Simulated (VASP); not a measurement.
Given:

```
CELL_PARAMETERS angstrom
     -2.27980     2.96755     4.59370
      2.27980    -2.96755     4.59370
      2.27980     2.96755    -4.59370
ATOMIC_POSITIONS crystal
  Pt 0.73034 0.50000 0.23034
  Pt 0.26966 0.50000 0.76966
  Cd 0.00000 0.00000 0.00000
  Sr 0.69995 0.19995 0.50000
  Sr 0.30005 0.80005 0.50000
```

The numbers are results of LDA (Ceperley-Alder, Perdew-Zunger), VASP's LDA PAW potentials (set 64) (plane waves; VASP), not measurements. Numerical set-up: 300 eV cut-off, 5×5×5 Γ-centred mesh, Gaussian smearing of 0.050 eV, potentials Pt Cd Sr_sv.

At this cut-off the stress carries a Pulay error, which pulls relaxed volumes low. Energy and stress use the plane-wave basis of the starting cell.

Task: The ions, cell shape and volume are relaxed. Give the cell that the relaxation ends in.

Result: 
```
CELL_PARAMETERS angstrom
     -2.24357     2.90077     4.49384
      2.24357    -2.90077     4.49384
      2.24357     2.90077    -4.49384
ATOMIC_POSITIONS crystal
  Pt 0.72839 0.50000 0.22839
  Pt 0.27161 0.50000 0.77161
  Cd 0.00000 0.00000 0.00000
  Sr 0.70098 0.20098 0.50000
  Sr 0.29902 0.79902 0.50000
```
Space group Immm (71), at a tolerance of 0.03 Å.

Task: How do energy and volume change from the first to the last step?

Result: The energy (σ→0) changes by -21.8 meV/atom and the volume by -5.9 %, in 17 ionic steps.

The structure comes from a measured Sr2CdPt2 entry (Immm) of the Crystallography Open Database, whose conditions weren't checked. This run relaxes it. Symmetry was kept, so distortions that lower it aren't found. The k-mesh is coarse (spacing up to 0.35 per Å, 2π included), so the numbers may not be converged in it. The run is one of a series of settings (EDIFFG = -0.01, IBRION = 2, ISIF = 3, NSW = 50 against the base run), some of them coarse on purpose.
